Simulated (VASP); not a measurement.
# NbSiO4 (Cmcm) in VASP: further runs

One crystal, NbSiO4, is run at these levels: PBE; tasks: equation of state.

All numbers are computed with VASP 6.6.1; they aren't measurements. Logs are shortened: lines on timing, memory, paths and dates and some standing lists are left out, and cuts for length are marked.

## (1) Starting point

Symmetry: Cmcm, No. 63, orthorhombic system. Conventional cell: a = 5.743 Å, b = 8.274 Å, c = 5.998 Å, α = 90.00°, β = 90.00°, γ = 90.00°. Nb (site symmetry 2/m) is surrounded by 6 O at 1.95 to 2.14 Å. Around Si (site symmetry m2m) lie 4 O at 1.63 to 1.66 Å. O (site symmetry m) is surrounded by 1 Si at 1.63 Å. O (site symmetry m) is surrounded by 1 Si at 1.66 Å.

The cell was built by a generator and needn't be a form met in nature.

## (2) Equation of state, PBE, 11.88 Å³/atom

Input file INCAR:

```
PREC = Accurate
ENCUT = 520
EDIFF = 1E-6
ISMEAR = 0
SIGMA = 0.1
LREAL = False
LASPH = True
NELM = 100
ALGO = Normal
ISIF = 4
LWAVE = False
LCHARG = False
GGA = PE
IBRION = 2
NSW = 30
EDIFFG = -0.02
KPAR = 8
```

Input file KPOINTS:

```
Automatic mesh
0
Gamma
  6 6 6
```

Input file POSCAR:

```
NbSiO4
1.0
    2.8714700000     -4.1370700000      0.0000000000
    2.8714700000      4.1370700000      0.0000000000
    0.0000000000      0.0000000000      5.9980500000
Nb Si O
2 2 8
Direct
    0.0000000000      0.0000000000      0.0000000000
    0.0000000000      0.0000000000      0.5000000000
    0.6475230000      0.3524770000      0.2500000000
    0.3524770000      0.6475230000      0.7500000000
    0.7658090000      0.2341910000      0.4670770000
    0.7658090000      0.2341910000      0.0329230000
    0.2948020000      0.2309110000      0.2500000000
    0.7690890000      0.7051980000      0.2500000000
    0.2341910000      0.7658090000      0.5329230000
    0.2341910000      0.7658090000      0.9670770000
    0.2309110000      0.2948020000      0.7500000000
    0.7051980000      0.7690890000      0.7500000000
```

Potentials or basis: VASP PAW PBE potentials, release 64 (Nb_sv, Si, O).

Run with:

```
> cat potpaw_PBE.64/Nb_sv/POTCAR potpaw_PBE.64/Si/POTCAR potpaw_PBE.64/O/POTCAR > POTCAR
> mpirun -np 8 vasp_std > vasp.out
```

OUTCAR:

```text
PREC = Accurate
   ENCUT = 520
   EDIFF = 1E-6
   ISMEAR = 0
   LREAL = False
   LASPH = True
   NELM = 100
   ISIF = 4
   GGA = PE
   IBRION = 2
   NSW = 30
   EDIFFG = -0.02

 ion  position               nearest neighbor table
   1  0.000  0.000  0.000-   6 1.95  10 1.95   8 2.14   7 2.14  11 2.14  12 2.14   2 3.00   2 3.00

   2  0.000  0.000  0.500-   5 1.95   9 1.95   8 2.14   7 2.14  11 2.14  12 2.14   1 3.00   1 3.00

   3  0.648  0.352  0.250-   5 1.63   6 1.63   7 1.66   8 1.66
   4  0.352  0.648  0.750-   9 1.63  10 1.63  11 1.66  12 1.66
   5  0.766  0.234  0.467-   3 1.63   2 1.95
   6  0.766  0.234  0.033-   3 1.63   1 1.95
   7  0.295  0.231  0.250-   3 1.66   2 2.14   1 2.14
   8  0.769  0.705  0.250-   3 1.66   2 2.14   1 2.14
   9  0.234  0.766  0.533-   4 1.63   2 1.95
  10  0.234  0.766  0.967-   4 1.63   1 1.95
  11  0.231  0.295  0.750-   4 1.66   2 2.14   1 2.14
  12  0.705  0.769  0.750-   4 1.66   2 2.14   1 2.14

  LATTYP: Found a base centered orthorhombic cell.
 ALAT       =     5.7429400000
 B/A-ratio  =     1.4407498598
 C/A-ratio  =     1.0444214984

  Lattice vectors:

 A1 = (   2.8714700000,  -4.1370700000,   0.0000000000)
 A2 = (   2.8714700000,   4.1370700000,   0.0000000000)
 A3 = (   0.0000000000,   0.0000000000,   5.9980500000)

Analysis of symmetry for initial positions (statically):
=====================================================================
 Subroutine PRICEL returns:
 Original cell was already a primitive cell.

 Routine SETGRP: Setting up the symmetry group for a
 base centered orthorhombic supercell.

 Subroutine GETGRP returns: Found  8 space group operations
 (whereof  4 operations were pure point group operations)
 out of a pool of  8 trial point group operations.

The static configuration has the point symmetry C_2h.
 The point group associated with its full space group is D_2h.

Analysis of symmetry for dynamics (positions and initial velocities):
=====================================================================
 Subroutine PRICEL returns:
 Original cell was already a primitive cell.

 Routine SETGRP: Setting up the symmetry group for a
 base centered orthorhombic supercell.

 Subroutine GETGRP returns: Found  8 space group operations
 (whereof  4 operations were pure point group operations)
 out of a pool of  8 trial point group operations.

The dynamic configuration has the point symmetry C_2h.
 The point group associated with its full space group is D_2h.

 Subroutine INISYM returns: Found  8 space group operations
 (whereof  4 operations are pure point group operations),
 and found     1 'primitive' translations

----------------------------------------------------------------------------------------

                                     Primitive cell

  volume of cell :     142.5073

  direct lattice vectors                    reciprocal lattice vectors
     2.871470000 -4.137070000  0.000000000     0.174126841 -0.120858482  0.000000000
     2.871470000  4.137070000  0.000000000     0.174126841  0.120858482  0.000000000
     0.000000000  0.000000000  5.998050000     0.000000000  0.000000000  0.166720851

  length of vectors
     5.035939649  5.035939649  5.998050000     0.211959735  0.211959735  0.166720851

  position of ions in fractional coordinates (direct lattice)
     0.000000000  0.000000000  0.000000000
     0.000000000  0.000000000  0.500000000
     0.647523000  0.352477000  0.250000000
     0.352477000  0.647523000  0.750000000
     0.765809000  0.234191000  0.467077000
     0.765809000  0.234191000  0.032923000
     0.294802000  0.230911000  0.250000000
     0.769089000  0.705198000  0.250000000
     0.234191000  0.765809000  0.532923000
     0.234191000  0.765809000  0.967077000
     0.230911000  0.294802000  0.750000000
     0.705198000  0.769089000  0.750000000

  ion indices of the primitive-cell ions
   primitive index   ion index
                 1           1
                 2           2
                 3           3
                 4           4
                 5           5
                 6           6
                 7           7
                 8           8
                 9           9
                10          10
                11          11
                12          12

----------------------------------------------------------------------------------------

 KPOINTS: Automatic mesh

Automatic generation of k-mesh.
 Grid dimensions read from file:
 generate k-points for:    6    6    6

 Generating k-lattice:

  Cartesian coordinates                     Fractional coordinates (reciprocal lattice)
     0.029021140 -0.020143080  0.000000000     0.166666667 -0.000000000  0.000000000
     0.029021140  0.020143080  0.000000000    -0.000000000  0.166666667  0.000000000
     0.000000000  0.000000000  0.027786808     0.000000000  0.000000000  0.166666667

  Length of vectors
     0.035326623  0.035326623  0.027786808

  Shift w.r.t. Gamma in fractional coordinates (k-lattice)
     0.000000000  0.000000000  0.000000000

 Subroutine IBZKPT returns following result:
 ===========================================

 Found     52 irreducible k-points:

 Following reciprocal coordinates:
            Coordinates               Weight
  0.000000  0.000000  0.000000      1.000000
  0.166667  0.000000  0.000000      4.000000
  0.333333  0.000000  0.000000      4.000000
  0.500000  0.000000  0.000000      2.000000
  0.166667  0.166667  0.000000      2.000000
  0.333333  0.166667  0.000000      4.000000
[... 16 lines left out ...]
  0.333333  0.333333  0.166667      4.000000
  0.500000  0.333333  0.166667      8.000000
 [... further k-points ...]
   k-points           NKPTS =     52   k-points in BZ     NKDIM =     52   number of bands    NBANDS=     49
   number of dos      NEDOS =    301   number of ions     NIONS =     12
   total plane-waves  NPLWV =  76800
   dimension x,y,z NGX =    40 NGY =   40 NGZ =   48
   dimension x,y,z NGXF=    80 NGYF=   80 NGZF=   96
   ions per type =               2   2   8
   NGX,Y,Z   is equivalent  to a cutoff of  13.20, 13.20, 13.30 a.u.
   NGXF,Y,Z  is equivalent  to a cutoff of  26.41, 26.41, 26.61 a.u.
 SYSTEM =  unknown system
   PREC   = accura    normal or accurate (medium, high low for compatibility)
   ISTART =      0    job   : 0-new  1-cont  2-samecut
   ICHARG =      2    charge: 1-file 2-atom 10-const
   ISPIN  =      1    spin polarized calculation?
   LNONCOLLINEAR =      F non collinear calculations
   LSORBIT =      F    spin-orbit coupling
   LASPH  =      T    aspherical Exc in radial PAW
   ENCUT  =  520.0 eV  38.22 Ry    6.18 a.u.   9.36  9.36 11.15*2*pi/ulx,y,z
   NELM   =    100;   NELMIN=  2; NELMDL= -5     # of ELM steps
   EDIFF  = 0.1E-05   stopping-criterion for ELM
   LREAL  =      F    real-space projection
   EDIFFG = -.2E-01   stopping-criterion for IOM
   NSW    =     30    number of steps for IOM
   IBRION =      2    ionic relax: 0-MD 1-quasi-New 2-CG
   NFREE  =      1    steps in history (QN), initial steepest desc. (CG)
   ISIF   =      4    stress and relaxation
   ISYM   =      2    0-nonsym 1-usesym 2-fastsym
   POTIM  = 0.5000    time-step for ionic-motion
   TEBEG  =    0.0;   TEEND  =   0.0 temperature during run
   PSTRESS=    0.0 pullay stress
   NELECT =      82.0000    total number of electrons
   NUPDOWN=      -1.0000    fix difference up-down
   EMIN   =  10.00;   EMAX   =-10.00  energy-range for DOS
   EFERMI =   0.00;   METHOD = LEGACY
   ISMEAR =     0;   SIGMA  =   0.10  broadening in eV -4-tet -1-fermi 0-gaus
   EFERMI_NEDOS =   21; number of points for ismear=-14 and -15
   IALGO  =     38    algorithm
   IMIX   =      4    mixing-type and parameters
     AMIX     =   0.40;   BMIX     =  1.00
     AMIX_MAG =   1.60;   BMIX_MAG =  1.00
  volume/ion in A,a.u.               =      11.88        80.14
  Fermi-wavevector in a.u.,A,eV,Ry     =   1.361655  2.573155 25.226616  1.854104
  Thomas-Fermi vector in A             =   2.488212
   LORBIT       =      0    0 simple, 1 ext, 2 COOP (PROOUT), +10 PAW based schemes
   GGA     = PE    functional components
   LHFCALC =     F    Hartree Fock is set to
   AEXX    =    0.0000 exact exchange contribution
   IVDW    =     0    specifies the selected vdW correction
   LEPSILON=     F    determine dielectric tensor
   LRPA    =     F    only Hartree local field effects (RPA)
 conjugate gradient relaxation of ions
 non-spin polarized calculation
 Gauss-broadening in eV      SIGMA  =   0.10
  energy-cutoff  :      520.00
  volume of cell :      142.51
 maximum number of plane-waves:      3854
 NGX is ok and might be reduce to    40
   NGX = 19   NGY = 19   NGZ = 23

--------------------------------------- Ionic step        1  -------------------------------------------

 number of electron      81.9999991 magnetization

 Free energy of the ion-electron system (eV)
  ---------------------------------------------------
  ext. energy  EPLUGINS =         0.00000000
  ---------------------------------------------------
  free energy    TOTEN  =      -101.80465815 eV

  energy without entropy =     -101.79684766  energy(sigma->0) =     -101.80075290

------------------------ aborting loop because EDIFF is reached ----------------------------------------

  FORCE on cell =-STRESS in cart. coord.  units (eV):
  Direction    XX          YY          ZZ          XY          YZ          ZX
  --------------------------------------------------------------------------------------
  -------------------------------------------------------------------------------------
  Total        0.0592704      0.0685970     -0.2884393      0.0000000      0.0000000      0.0000000
  in kB        0.6663641      0.7712198     -3.2428571      0.0000000      0.0000000      0.0000000
  external PRESSURE =      -0.6017578 kB  Pullay stress =       0.0000000 kB
[... 123 lines left out ...]
  energy  without entropy=     -101.7970235036  energy(sigma->0) =     -101.80097260

--------------------------------------- Ionic step        4  -------------------------------------------

 number of electron      81.9999989 magnetization

 Free energy of the ion-electron system (eV)
  ---------------------------------------------------
  ext. energy  EPLUGINS =         0.00000000
  ---------------------------------------------------
  free energy    TOTEN  =      -101.80512299 eV

  energy without entropy =     -101.79721649  energy(sigma->0) =     -101.80116974

 E-fermi :   6.6555     XC(G=0): -10.5098

 val. band max:        6.6145886733   @ k =   0.1667   0.0000   0.5000
 cond. band min:       6.6683424405   @ k =   0.5000   0.5000   0.1667
 fundamental gap:      0.0537537672
 Fermi energy:         6.6554871611

 k-point     1 :       0.0000    0.0000    0.0000
  band No.  band energies     occupation
      1     -50.4561      2.00000
      2     -50.3916      2.00000
      3     -26.9174      2.00000
      4     -26.8090      2.00000
      5     -26.7465      2.00000
      6     -26.4760      2.00000
[... 1237 lines left out ...]
     48      10.1342      0.00000
     49      10.3058      0.00000

 [... further k-points ...]

------------------------ aborting loop because EDIFF is reached ----------------------------------------

  FORCE on cell =-STRESS in cart. coord.  units (eV):
  Direction    XX          YY          ZZ          XY          YZ          ZX
  --------------------------------------------------------------------------------------
  -------------------------------------------------------------------------------------
  Total       -0.0934577     -0.1356313     -0.1916584      0.0000000     -0.0000000      0.0000000
  in kB       -1.0507230     -1.5248711     -2.1547710      0.0000000     -0.0000000      0.0000000
  external PRESSURE =      -1.5767884 kB  Pullay stress =       0.0000000 kB
[... 27 lines left out ...]
  FREE ENERGIE OF THE ION-ELECTRON SYSTEM (eV)
  ---------------------------------------------------
  free  energy   TOTEN  =      -101.8051229928 eV

  energy  without entropy=     -101.7972164852  energy(sigma->0) =     -101.80116974

 reached required accuracy - stopping structural energy minimisation
```

Wall time 2.7 min (8 MPI ranks of Intel Xeon Platinum 8488C (Sapphire Rapids), shared host); peak memory 0.5 GiB.

Results:

- Free energy: -101.8051 eV
- Pressure: -0.2 GPa
- Largest force: 0.017 eV/Å
- Band gap on the k mesh: none (metal or under the smearing width)

## (3) Equation of state, PBE, 11.52 Å³/atom (volume scaled by 0.97)

INCAR is that of step 2.

KPOINTS is that of step 2.

POSCAR, as its differences from that of step 2:

```diff
@@ -2,5 +2,5 @@
 1.0
-    2.8714700000     -4.1370700000      0.0000000000
-    2.8714700000      4.1370700000      0.0000000000
-    0.0000000000      0.0000000000      5.9980500000
+    2.8424632693     -4.0952785569      0.0000000000
+    2.8424632693      4.0952785569      0.0000000000
+    0.0000000000      0.0000000000      5.9374594938
 Nb Si O
```

Potentials or basis: VASP PAW PBE potentials, release 64 (Nb_sv, Si, O).

Run with:

```
> cat potpaw_PBE.64/Nb_sv/POTCAR potpaw_PBE.64/Si/POTCAR potpaw_PBE.64/O/POTCAR > POTCAR
> mpirun -np 8 vasp_std > vasp.out
```

It took 11 min on 8 MPI ranks of Intel Xeon Platinum 8488C (Sapphire Rapids), shared host; peak memory 0.51 GiB.

It converged, with:

| Quantity | Value |
| --- | --- |
| Free energy | -101.7577 eV |
| Pressure | 3.3 GPa |
| Largest force | 0.007 eV/Å |
| Band gap on the k mesh | none (metal or under the smearing width) |

## (4) Equation of state, PBE, 12.23 Å³/atom (volume scaled by 1.03)

INCAR is that of step 3.

KPOINTS is that of step 3.

POSCAR, as its differences from that of step 3:

```diff
@@ -2,5 +2,5 @@
 1.0
-    2.8424632693     -4.0952785569      0.0000000000
-    2.8424632693      4.0952785569      0.0000000000
-    0.0000000000      0.0000000000      5.9374594938
+    2.8999022451     -4.1780337532      0.0000000000
+    2.8999022451      4.1780337532      0.0000000000
+    0.0000000000      0.0000000000      6.0574404961
 Nb Si O
```

Run with:

```
> cat potpaw_PBE.64/Nb_sv/POTCAR potpaw_PBE.64/Si/POTCAR potpaw_PBE.64/O/POTCAR > POTCAR
> mpirun -np 8 vasp_std > vasp.out
```

It took 8.9 min on 8 MPI ranks of Intel Xeon Platinum 8488C (Sapphire Rapids), shared host; peak memory 0.51 GiB.

It converged, with:

```yaml
Free_energy: -101.7657 eV
Pressure: -3.2 GPa
Largest_force: 0.007 eV/Å
Band_gap_on_the_k_mesh: none (metal or under the smearing width)
```

## (5) Equation of state, PBE, 11.16 Å³/atom (volume scaled by 0.94)

INCAR is that of step 4.

KPOINTS is that of step 4.

POSCAR, as its differences from that of step 4:

```diff
@@ -2,5 +2,5 @@
 1.0
-    2.8999022451     -4.1780337532      0.0000000000
-    2.8999022451      4.1780337532      0.0000000000
-    0.0000000000      0.0000000000      6.0574404961
+    2.8128521236     -4.0526163028      0.0000000000
+    2.8128521236      4.0526163028      0.0000000000
+    0.0000000000      0.0000000000      5.8756064594
 Nb Si O
```

Run with:

```
> cat potpaw_PBE.64/Nb_sv/POTCAR potpaw_PBE.64/Si/POTCAR potpaw_PBE.64/O/POTCAR > POTCAR
> mpirun -np 8 vasp_std > vasp.out
```

Wall time 11 min (8 MPI ranks of Intel Xeon Platinum 8488C (Sapphire Rapids), shared host); peak memory 0.49 GiB.

The run converged. Its results:

* Free energy: -101.6112 eV
* Pressure: 7.3 GPa
* Largest force: 0.019 eV/Å
* Band gap on the k mesh: none (metal or under the smearing width)

## (6) Equation of state, PBE, 12.59 Å³/atom (volume scaled by 1.06)

INCAR is that of step 5.

KPOINTS is that of step 5.

POSCAR, as its differences from that of step 5:

```diff
@@ -2,5 +2,5 @@
 1.0
-    2.8128521236     -4.0526163028      0.0000000000
-    2.8128521236      4.0526163028      0.0000000000
-    0.0000000000      0.0000000000      5.8756064594
+    2.9277876312     -4.2182096193      0.0000000000
+    2.9277876312      4.2182096193      0.0000000000
+    0.0000000000      0.0000000000      6.1156886895
 Nb Si O
```

Potentials or basis: VASP PAW PBE potentials, release 64 (Nb_sv, Si, O).

Run with:

```
> cat potpaw_PBE.64/Nb_sv/POTCAR potpaw_PBE.64/Si/POTCAR potpaw_PBE.64/O/POTCAR > POTCAR
> mpirun -np 8 vasp_std > vasp.out
```

It took 10 min on 8 MPI ranks of Intel Xeon Platinum 8488C (Sapphire Rapids), shared host; peak memory 0.51 GiB.

It converged, with:

| Property | Result |
| --- | --- |
| Free energy | -101.6487 eV |
| Pressure | -5.9 GPa |
| Largest force | 0.014 eV/Å |
| Band gap on the k mesh | none (metal or under the smearing width) |

## (7) Equation of state, PBE, 10.81 Å³/atom (volume scaled by 0.91)

INCAR is that of step 6.

KPOINTS is that of step 6.

POSCAR, as its differences from that of step 6:

```diff
@@ -2,5 +2,5 @@
 1.0
-    2.9277876312     -4.2182096193      0.0000000000
-    2.9277876312      4.2182096193      0.0000000000
-    0.0000000000      0.0000000000      6.1156886895
+    2.7826040575     -4.0090364059      0.0000000000
+    2.7826040575      4.0090364059      0.0000000000
+    0.0000000000      0.0000000000      5.8124229984
 Nb Si O
```

Run with:

```
> cat potpaw_PBE.64/Nb_sv/POTCAR potpaw_PBE.64/Si/POTCAR potpaw_PBE.64/O/POTCAR > POTCAR
> mpirun -np 8 vasp_std > vasp.out
```

It took 8.1 min on 8 MPI ranks of Intel Xeon Platinum 8488C (Sapphire Rapids), shared host; peak memory 0.45 GiB.

It converged, with:

```yaml
Free_energy: -101.3510 eV
Pressure: 11.9 GPa
Largest_force: 0.020 eV/Å
Band_gap_on_the_k_mesh: none (metal or under the smearing width)
```

## (8) Equation of state, PBE, 12.94 Å³/atom (volume scaled by 1.09)

INCAR is that of step 7.

KPOINTS is that of step 7.

POSCAR, as its differences from that of step 7:

```diff
@@ -2,5 +2,5 @@
 1.0
-    2.7826040575     -4.0090364059      0.0000000000
-    2.7826040575      4.0090364059      0.0000000000
-    0.0000000000      0.0000000000      5.8124229984
+    2.9551517185     -4.2576344242      0.0000000000
+    2.9551517185      4.2576344242      0.0000000000
+    0.0000000000      0.0000000000      6.1728479716
 Nb Si O
```

Run with:

```
> cat potpaw_PBE.64/Nb_sv/POTCAR potpaw_PBE.64/Si/POTCAR potpaw_PBE.64/O/POTCAR > POTCAR
> mpirun -np 8 vasp_std > vasp.out
```

Wall time 9.4 min (8 MPI ranks of Intel Xeon Platinum 8488C (Sapphire Rapids), shared host); peak memory 0.52 GiB.

It converged, with:

```
Free energy            : -101.4633 eV
Pressure               : -8.3 GPa
Largest force          : 0.020 eV/Å
Band gap on the k mesh : none (metal or under the smearing width)
```
